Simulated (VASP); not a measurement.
# BeGa3 (I4/mmm) in VASP: equation of state

Aim: energy against volume of BeGa3 in PBE, for its equilibrium volume and stiffness.

Program: VASP 6.6.1. These are calculated values, not measurements. Logs are shortened: lines on timing, memory, paths and dates and some standing lists are left out, and cuts for length are marked.

## Step 1: Starting point

Symmetry: I4/mmm, No. 139, tetragonal system. Conventional cell: a = 4.087 Å, b = 4.087 Å, c = 7.581 Å, α = 90.00°, β = 90.00°, γ = 90.00°. Ga (site symmetry 4/mmm) has 8 Ga at 2.79 Å and 4 Be at 2.89 Å as nearest neighbours. Around Ga (site symmetry -4m2) lie 8 Ga at 2.79 to 2.89 Å and 4 Be at 2.79 Å. Be (site symmetry 4/mmm) has 12 Ga at 2.79 to 2.89 Å as nearest neighbours.

The cell comes from a database or a generator and needn't be the stable form of this composition.

## Step 2: Equation of state, PBE, 14.88 Å³/atom (volume scaled by 0.94)

The input, INCAR:

```
  PREC = Accurate
  ENCUT = 520
  EDIFF = 1E-7
  ISMEAR = -1
  SIGMA = 0.05
  LREAL = False
  LASPH = True
  NELM = 80
  ALGO = Normal
  ISIF = 2
  LWAVE = False
  LCHARG = False
  GGA = PE
  NBANDS = 28
```

The input, KPOINTS:

```
Automatic mesh
0
Gamma
  9 9 9
```

The input, POSCAR:

```
BeGa3
1.0
   -2.0019017635      2.0019017635      3.7133023685
    2.0019017635     -2.0019017635      3.7133023685
    2.0019017635      2.0019017635     -3.7133023685
Ga Be
3 1
Direct
    0.5000000000      0.5000000000      0.0000000000
    0.2500000000      0.7500000000      0.5000000000
    0.7500000000      0.2500000000      0.5000000000
    0.0000000000      0.0000000000      0.0000000000
```

Potentials or basis: VASP PAW PBE potentials, release 64 (Ga_d, Be).

The run is started by

```console
cat potpaw_PBE.64/Ga_d/POTCAR potpaw_PBE.64/Be/POTCAR > POTCAR
mpirun -np 1 vasp_std > vasp.out
```

OUTCAR:

```text
PREC = Accurate
   ENCUT = 520
   EDIFF = 1E-7
   ISMEAR = -1
   LREAL = False
   LASPH = True
   NELM = 80
   ISIF = 2
   GGA = PE

 Found     75 irreducible k-points:

 Following reciprocal coordinates:
            Coordinates               Weight
  0.000000  0.000000  0.000000      1.000000
  0.111111  0.000000  0.000000      8.000000
  0.222222  0.000000  0.000000      8.000000
  0.333333  0.000000  0.000000      8.000000
  0.444444  0.000000  0.000000      8.000000
  0.111111  0.111111  0.000000      8.000000
   k-points           NKPTS =     75   k-points in BZ     NKDIM =     75   number of bands    NBANDS=     28
   number of dos      NEDOS =    301   number of ions     NIONS =      4
   total plane-waves  NPLWV =  46656
   dimension x,y,z NGX =    36 NGY =   36 NGZ =   36
   dimension x,y,z NGXF=    72 NGYF=   72 NGZF=   72
   ions per type =               3   1
   NGX,Y,Z   is equivalent  to a cutoff of  12.82, 12.82, 12.82 a.u.
   NGXF,Y,Z  is equivalent  to a cutoff of  25.63, 25.63, 25.63 a.u.
 SYSTEM =  unknown system
   PREC   = accura    normal or accurate (medium, high low for compatibility)
   ISTART =      0    job   : 0-new  1-cont  2-samecut
   ICHARG =      2    charge: 1-file 2-atom 10-const
   ISPIN  =      1    spin polarized calculation?
   LNONCOLLINEAR =      F non collinear calculations
   LSORBIT =      F    spin-orbit coupling
   LASPH  =      T    aspherical Exc in radial PAW
   ENCUT  =  520.0 eV  38.22 Ry    6.18 a.u.   8.68  8.68  8.68*2*pi/ulx,y,z
   NELM   =     80;   NELMIN=  2; NELMDL= -5     # of ELM steps
   EDIFF  = 0.1E-06   stopping-criterion for ELM
   LREAL  =      F    real-space projection
   EDIFFG = 0.1E-05   stopping-criterion for IOM
   NSW    =      0    number of steps for IOM
   IBRION =     -1    ionic relax: 0-MD 1-quasi-New 2-CG
   NFREE  =      0    steps in history (QN), initial steepest desc. (CG)
   ISIF   =      2    stress and relaxation
   ISYM   =      2    0-nonsym 1-usesym 2-fastsym
   POTIM  = 0.5000    time-step for ionic-motion
   TEBEG  =    0.0;   TEEND  =   0.0 temperature during run
   PSTRESS=    0.0 pullay stress
   NELECT =      41.0000    total number of electrons
   NUPDOWN=      -1.0000    fix difference up-down
   EMIN   =  10.00;   EMAX   =-10.00  energy-range for DOS
   EFERMI =   0.00;   METHOD = LEGACY
   ISMEAR =    -1;   SIGMA  =   0.05  broadening in eV -4-tet -1-fermi 0-gaus
   EFERMI_NEDOS =   21; number of points for ismear=-14 and -15
   IALGO  =     38    algorithm
   IMIX   =      4    mixing-type and parameters
     AMIX     =   0.40;   BMIX     =  1.00
     AMIX_MAG =   1.60;   BMIX_MAG =  1.00
  volume/ion in A,a.u.               =      14.88       100.43
  Fermi-wavevector in a.u.,A,eV,Ry     =   1.445775  2.732119 28.439804  2.090267
  Thomas-Fermi vector in A             =   2.563919
   LORBIT       =      0    0 simple, 1 ext, 2 COOP (PROOUT), +10 PAW based schemes
   GGA     = PE    functional components
   LHFCALC =     F    Hartree Fock is set to
   AEXX    =    0.0000 exact exchange contribution
   IVDW    =     0    specifies the selected vdW correction
   LEPSILON=     F    determine dielectric tensor
   LRPA    =     F    only Hartree local field effects (RPA)
 non-spin polarized calculation
  energy-cutoff  :      520.00
  volume of cell :       59.53
 maximum number of plane-waves:      1637
   NGX = 17   NGY = 17   NGZ = 17

 number of electron      41.0000014 magnetization

 Free energy of the ion-electron system (eV)
  ---------------------------------------------------
  ext. energy  EPLUGINS =         0.00000000
  ---------------------------------------------------
  free energy    TOTEN  =       -11.34523076 eV

  energy without entropy =      -11.33613194  energy(sigma->0) =      -11.34068135

 E-fermi :   6.7584     XC(G=0): -11.4009

 val. band max:        6.7307926442   @ k =  -0.4444  -0.4444   0.1111
 cond. band min:       6.7770600088   @ k =  -0.2222   0.2222   0.1111
 fundamental gap:      0.0462673647
 Fermi energy:         6.7584131630

 k-point     1 :       0.0000    0.0000    0.0000
  band No.  band energies     occupation
      1      -8.5897      2.00000
      2      -8.5564      2.00000
      3      -8.4745      2.00000
      4      -8.4745      2.00000
      5      -8.4737      2.00000
      6      -8.3814      2.00000
      7      -8.3737      2.00000
      8      -8.3737      2.00000
      9      -8.2498      2.00000
     10      -8.1970      2.00000
     11      -8.1528      2.00000
     12      -8.1269      2.00000
     13      -8.0979      2.00000
     14      -8.0979      2.00000
     15      -8.0323      2.00000
     16      -5.3003      2.00000
     17       4.6358      2.00000
     18       6.2162      1.99996
     19       6.3145      1.99972
     20       6.3914      1.99870
     21       6.3914      1.99870
     22       6.6635      1.73941
     23       6.6635      1.73939
     24       7.9150      0.00000
     25       8.0411      0.00000
     26       8.7158      0.00000
     27      11.6309      0.00000
     28      11.6309      0.00000

 k-point     2 :       0.1111    0.0000    0.0000
  band No.  band energies     occupation
      1      -8.5762      2.00000
      2      -8.5505      2.00000
      3      -8.4950      2.00000
      4      -8.4898      2.00000
      5      -8.4434      2.00000
      6      -8.4016      2.00000
      7      -8.3619      2.00000
      8      -8.3393      2.00000
      9      -8.2471      2.00000
     10      -8.1974      2.00000
     11      -8.1603      2.00000
     12      -8.1298      2.00000
     13      -8.1131      2.00000
     14      -8.1025      2.00000
     15      -8.0429      2.00000
     16      -5.1537      2.00000
     17       4.0753      2.00000
     18       4.4463      2.00000
     19       5.6234      2.00000
     20       6.0240      2.00000
     21       6.8441      0.30533
     22       7.2510      0.00011
     23       7.3409      0.00002
     24       8.7827      0.00000
     25       8.9430      0.00000
     26       9.9149      0.00000
     27      10.8708      0.00000
     28      11.1883      0.00000

 k-point     3 :       0.2222    0.0000    0.0000
  band No.  band energies     occupation
      1      -8.5432      2.00000
      2      -8.5374      2.00000
      3      -8.5192      2.00000
      4      -8.4854      2.00000
      5      -8.4316      2.00000
      6      -8.3868      2.00000
      7      -8.3392      2.00000
      8      -8.3050      2.00000
      9      -8.2448      2.00000
     10      -8.2026      2.00000
     11      -8.1841      2.00000
     12      -8.1470      2.00000
     13      -8.1357      2.00000
     14      -8.1234      2.00000
     15      -8.0627      2.00000
     16      -4.7118      2.00000
     17       2.0662      2.00000
     18       3.7493      2.00000
     19       4.7189      2.00000
     20       5.8593      2.00000
     21       6.8836      0.15109
     22       8.4307      0.00000
     23       8.4616      0.00000
     24       9.5374      0.00000
     25       9.6276      0.00000
     26      10.1981      0.00000
     27      10.7519      0.00000
     28      12.6703      0.00000

 k-point     4 :       0.3333    0.0000    0.0000
  band No.  band energies     occupation
      1      -8.5453      2.00000
      2      -8.5363      2.00000
      3      -8.4793      2.00000
      4      -8.4489      2.00000
      5      -8.4329      2.00000
      6      -8.3454      2.00000
      7      -8.3162      2.00000
      8      -8.2885      2.00000
      9      -8.2541      2.00000
     10      -8.2419      2.00000
     11      -8.2203      2.00000
     12      -8.1697      2.00000
     13      -8.1575      2.00000
     14      -8.1412      2.00000
     15      -8.0697      2.00000
     16      -3.9744      2.00000
     17       0.1630      2.00000
     18       3.3521      2.00000
     19       4.0417      2.00000
     20       6.0085      2.00000
     21       7.0426      0.00678
     22       8.2776      0.00000
     23       8.8439      0.00000
     24       9.8126      0.00000
     25      10.3627      0.00000
     26      11.0062      0.00000
     27      12.7503      0.00000
     28      14.8670      0.00000

 k-point     5 :       0.4444    0.0000    0.0000
  band No.  band energies     occupation
      1      -8.5598      2.00000
      2      -8.5267      2.00000
      3      -8.4390      2.00000
      4      -8.4199      2.00000
      5      -8.4020      2.00000
      6      -8.3118      2.00000
      7      -8.3021      2.00000
      8      -8.2886      2.00000
      9      -8.2833      2.00000
     10      -8.2770      2.00000
     11      -8.2539      2.00000
     12      -8.2114      2.00000
     13      -8.1714      2.00000
     14      -8.1312      2.00000
     15      -8.0689      2.00000
     16      -2.9830      2.00000
     17      -1.4203      2.00000
     18       3.1734      2.00000
     19       3.6721      2.00000
     20       6.4624      1.99465
     21       7.2524      0.00010
     22       7.3079      0.00003
     23       8.2983      0.00000
     24      11.4542      0.00000
     25      11.6145      0.00000
     26      12.7296      0.00000
     27      13.4028      0.00000
     28      13.7345      0.00000

 k-point     6 :       0.1111    0.1111    0.0000
  band No.  band energies     occupation
      1      -8.5654      2.00000
      2      -8.5503      2.00000
      3      -8.5085      2.00000
      4      -8.5020      2.00000
      5      -8.4337      2.00000
      6      -8.4081      2.00000
      7      -8.3479      2.00000
      8      -8.3017      2.00000
      9      -8.2509      2.00000
     10      -8.1966      2.00000
     11      -8.1704      2.00000
     12      -8.1311      2.00000
     13      -8.1186      2.00000
     14      -8.1111      2.00000
     15      -8.0496      2.00000
     16      -4.9405      2.00000
     17       3.3168      2.00000
     18       3.7233      2.00000
     19       4.4071      2.00000
     20       6.2664      1.99989
     21       6.5906      1.93264
     22       8.0845      0.00000
     23       8.1694      0.00000
     24       9.3013      0.00000
     25       9.6275      0.00000
     26      10.6213      0.00000
     27      10.6794      0.00000
     28      12.0418      0.00000

 [... further k-points ...]

------------------------ aborting loop because EDIFF is reached ----------------------------------------

  FORCE on cell =-STRESS in cart. coord.  units (eV):
  Direction    XX          YY          ZZ          XY          YZ          ZX
  --------------------------------------------------------------------------------------
  -------------------------------------------------------------------------------------
  Total        1.1868157      1.1868157      2.7456430      0.0000000     -0.0000000      0.0000000
  in kB       31.9439083     31.9439083     73.9007453      0.0000000     -0.0000000      0.0000000
  external PRESSURE =      45.9295206 kB  Pullay stress =       0.0000000 kB

 VOLUME and BASIS-vectors are now :
 -----------------------------------------------------------------------------
  energy-cutoff  :      520.00
  volume of cell :       59.53
      direct lattice vectors                 reciprocal lattice vectors
    -2.001901763  2.001901763  3.713302368     0.000000000  0.249762505  0.134651033
     2.001901763 -2.001901763  3.713302368     0.249762505  0.000000000  0.134651033
     2.001901763  2.001901763 -3.713302368     0.249762505  0.249762505  0.000000000

 POSITION                                       TOTAL-FORCE (eV/Angst)
 -----------------------------------------------------------------------------------
      0.00000      0.00000      3.71330        -0.000000      0.000000     -0.000000
      2.00190     -0.00000      1.85665        -0.000000     -0.000000      0.000000
     -0.00000      2.00190      1.85665         0.000000     -0.000000     -0.000000
      0.00000      0.00000      0.00000        -0.000000      0.000000     -0.000000
 -----------------------------------------------------------------------------------
    total drift:                               -0.000000      0.000000      0.000000

  FREE ENERGIE OF THE ION-ELECTRON SYSTEM (eV)
  ---------------------------------------------------
  free  energy   TOTEN  =       -11.3452307602 eV

  energy  without entropy=      -11.3361319445  energy(sigma->0) =      -11.34068135
```

Wall time 88 s (1 thread of Intel Xeon 6975P-C (Granite Rapids), shared host); peak memory 0.26 GiB.

What came out:

```yaml
Free_energy: -11.3452 eV
Pressure: 4.6 GPa
Band_gap_on_the_k_mesh: none (metal or under the smearing width)
```

## Step 3: Equation of state, PBE, 15.20 Å³/atom (volume scaled by 0.96)

The input, INCAR:

```
SYSTEM = BeGa3
PREC     = Accurate       ! precision mode
ENCUT    = 520            ! plane-wave cutoff, eV
EDIFF    = 1E-7           ! SCF threshold, eV
ISMEAR   = -1             ! smearing method
SIGMA    = 0.05           ! smearing width, eV
LREAL    = .False.        ! projectors in reciprocal space
LASPH    = .True.         ! aspherical terms in the spheres
NELM     = 80             ! most SCF steps
ALGO     = Normal         ! electronic algorithm
ISIF     = 2              ! what is computed and relaxed
LWAVE    = .False.        ! write WAVECAR
LCHARG   = .False.        ! write CHGCAR
GGA      = PE             ! functional
NBANDS   = 28             ! bands
```

The input, KPOINTS:

```
regular mesh
0
Gamma
  9 9 9
  0 0 0
```

The input, POSCAR:

```
BeGa3
1.0
   -2.0160001277      2.0160001277      3.7394532468
    2.0160001277     -2.0160001277      3.7394532468
    2.0160001277      2.0160001277     -3.7394532468
Ga Be
3 1
Direct
    0.5000000000      0.5000000000      0.0000000000
    0.2500000000      0.7500000000      0.5000000000
    0.7500000000      0.2500000000      0.5000000000
    0.0000000000      0.0000000000      0.0000000000
```

Potentials or basis: VASP PAW PBE potentials, release 64 (Ga_d, Be).

The run is started by

```console
cat potpaw_PBE.64/Ga_d/POTCAR potpaw_PBE.64/Be/POTCAR > POTCAR
mpirun -np 1 vasp_std > vasp.out
```

Wall time 73 s (1 thread of Intel Xeon 6975P-C (Granite Rapids), shared host); peak memory 0.26 GiB.

The run converged. Its results:

* Free energy: -11.3745 eV
* Pressure: 2.9 GPa
* Band gap on the k mesh: none (metal or under the smearing width)

## Step 4: Equation of state, PBE, 15.51 Å³/atom (volume scaled by 0.98)

The input, INCAR:

```
SYSTEM = BeGa3
ALGO = Normal
EDIFF = 1E-7
ENCUT = 520
GGA = PE
ISIF = 2
ISMEAR = -1
LASPH = .True.
LCHARG = .False.
LREAL = .False.
LWAVE = .False.
NBANDS = 28
NELM = 80
PREC = Accurate
SIGMA = 0.05
```

The input, KPOINTS:

```
k-points
0
Gamma
  9 9 9
  0 0 0
```

The input, POSCAR:

```
BeGa3
1.0
   -2.0299040163      2.0299040163      3.7652433945
    2.0299040163     -2.0299040163      3.7652433945
    2.0299040163      2.0299040163     -3.7652433945
Ga Be
3 1
Direct
    0.5000000000      0.5000000000      0.0000000000
    0.2500000000      0.7500000000      0.5000000000
    0.7500000000      0.2500000000      0.5000000000
    0.0000000000      0.0000000000      0.0000000000
```

The run is started by

```console
cat potpaw_PBE.64/Ga_d/POTCAR potpaw_PBE.64/Be/POTCAR > POTCAR
mpirun -np 1 vasp_std > vasp.out
```

Run time: 78 s. Hardware: 1 thread of Intel Xeon 6975P-C (Granite Rapids), shared host; peak memory 0.27 GiB.

Results (log left out):

```yaml
Free_energy: -11.3911 eV
Pressure: 1.4 GPa
Band_gap_on_the_k_mesh: none (metal or under the smearing width)
```

## Step 5: Equation of state, PBE, 16.15 Å³/atom (volume scaled by 1.02)

The input, INCAR:

```
SYSTEM = BeGa3
PREC     = Accurate       ! precision mode
ENCUT    = 520            ! plane-wave cutoff, eV
EDIFF    = 1E-7           ! SCF threshold, eV
ISMEAR   = -1             ! smearing method
SIGMA    = 0.05           ! smearing width, eV
LREAL    = .FALSE.        ! projectors in reciprocal space
LASPH    = .TRUE.         ! aspherical terms in the spheres
NELM     = 80             ! most SCF steps
ALGO     = Normal         ! electronic algorithm
ISIF     = 2              ! what is computed and relaxed
LWAVE    = .FALSE.        ! write WAVECAR
LCHARG   = .FALSE.        ! write CHGCAR
GGA      = PE             ! functional
NBANDS   = 28             ! bands
```

The input, KPOINTS:

```
Automatic mesh
0
G
  9 9 9
  0 0 0
```

The input, POSCAR:

```
BeGa3
1.0
   -2.0571543017      2.0571543017      3.8157896058
    2.0571543017     -2.0571543017      3.8157896058
    2.0571543017      2.0571543017     -3.8157896058
Ga Be
3 1
Direct
    0.5000000000      0.5000000000      0.0000000000
    0.2500000000      0.7500000000      0.5000000000
    0.7500000000      0.2500000000      0.5000000000
    0.0000000000      0.0000000000      0.0000000000
```

The run is started by

```console
cat potpaw_PBE.64/Ga_d/POTCAR potpaw_PBE.64/Be/POTCAR > POTCAR
mpirun -np 1 vasp_std > vasp.out
```

Run time: 80 s. Hardware: 1 thread of Intel Xeon 6975P-C (Granite Rapids), shared host; peak memory 0.27 GiB.

It converged, with:

| Item | Value |
| --- | --- |
| Free energy | -11.3917 eV |
| Pressure | -1.2 GPa |
| Band gap on the k mesh | none (metal or under the smearing width) |

(Part 1 of 2 ends here.)
